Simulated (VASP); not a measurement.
The system is SnSe2.

```xyz
3
Lattice="3.8110 0.0000 0.0000 -1.9055 3.3004 0.0000 0.0000 0.0000 6.1360" Properties=species:S:1:pos:R:3 pbc="T T T"
Sn    0.0000    0.0000    0.0000
Se    0.0000    2.2003    1.5279
Se    1.9055    1.1001    4.6081
```

```yaml
Program: VASP 6.6.1
Task: relaxation of cell and atoms
Functional: PBE
Potentials_or_basis: VASP PAW PBE potentials, release 64 (Sn_d, Se)
Cutoff: 600 eV
k_mesh: 9 × 9 × 5
Occupations: gaussian, width 0.03 eV
Spin: no spin polarisation
```

At the start: pressure 5.6 GPa; volume 25.73 Å³/atom.

Q: How do energy, volume and symmetry change on relaxing?

A: Over 17 steps the energy falls by 41.7 meV/atom and the volume is 30.01 Å³/atom (+16.7 %); space group P-3m1 (No. 164, to 0.05 Å).

The path:
```tsv
step	energy change (eV)	largest force (eV/Å)	pressure (GPa)	volume (Å³)
1	0.0000	0.8049	5.64	77.18
2	-0.0414	0.6304	-3.32	87.73
3	-0.1088	0.0663	-0.01	82.76
4	-0.1088	0.0515	0.11	82.65
5	-0.1100	0.0624	0.10	82.75
6	-0.1125	0.0960	0.14	83.06
7	-0.1122	0.1635	0.26	83.64
8	-0.1133	0.1240	0.19	83.32
9	-0.1143	0.1178	0.17	83.55
10	-0.1169	0.0986	0.10	84.24
11	-0.1208	0.0585	-0.01	85.62
12	-0.1232	0.0266	-0.14	88.41
13	-0.1245	0.0365	0.04	88.92
14	-0.1245	0.0586	0.37	89.81
15	-0.1248	0.0499	0.22	89.42
16	-0.1248	0.0604	-0.19	90.64
17	-0.1252	0.0051	0.01	90.03
```

Final structure:
```xyz
3
Lattice="3.8721 0.0000 0.0000 -1.9360 3.3533 0.0000 0.0000 0.0000 6.9336" Properties=species:S:1:pos:R:3 pbc="T T T"
Sn    0.0000    0.0000    0.0000
Se    0.0000    2.2356    1.5963
Se    1.9360    1.1178    5.3373
```

Caveat: the volume moved by over 15 % at a fixed basis, so the end points are rough; this functional lacks dispersion, which binds the layers, so the pressure and a relaxed spacing across them are unreliable, and here the layers came unbound; the volume moved by +17 % from the deposited cell, more than functionals usually miss.
